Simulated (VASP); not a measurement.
VASP ran on this input.

INCAR:
```
ALGO = Normal
EDIFF = 1E-6
ENCUT = 400
GGA = PE
ISIF = 2
ISMEAR = 1
LASPH = T
LCHARG = F
LMAXMIX = 4
LREAL = F
LWAVE = F
NELM = 100
PREC = Accurate
SIGMA = 0.1
SYSTEM = Pd
```

### KPOINTS
```
Automatic mesh
0
gamma
 12 12 12
0 0 0
```

File POSCAR:
```
Pd
1
    0.0000000000     1.9450000000     1.9450000000
    1.9450000000     0.0000000000     1.9450000000
    1.9450000000     1.9450000000     0.0000000000
Pd
1
Direct
  0.0000000000   0.0000000000   0.0000000000
```

POTCAR, in this order: Pd (PBE.64 set). Program: vasp_std.

### Question
Write an equivalent input for Ansatz.

### Answer
One equivalent input (not run):
Ansatz 0.2 input:
```yaml
crystal:
  lattice:
    - [0.0000000, 1.9450000, 1.9450000]
    - [1.9450000, 0.0000000, 1.9450000]
    - [1.9450000, 1.9450000, 0.0000000]
  atoms:
    - { symbol: Pd, position: [0.0000000, 0.0000000, 0.0000000] }
kpoints:
  mp_grid: { grid: [12, 12, 12] }
hamiltonian:
  xc: pbe
  pseudopotentials: { kind: paw }
scf:
  occupations: { method: methfessel_paxton, width: 0.1 }
  max_iter: 100
output: { forces: true, stress: true, eigenvalues: true }
```
What does not carry over: each code has its own PAW files, so the cut-off isn't converted (ENCUT is set for VASP's; basis.ecutwfc is left out, and Ansatz then takes the one that its files recommend); Ansatz stops its SCF on the density residual and VASP on the energy change (EDIFF).

The compound is Pd in the fcc structure. The cell was not relaxed at this level.
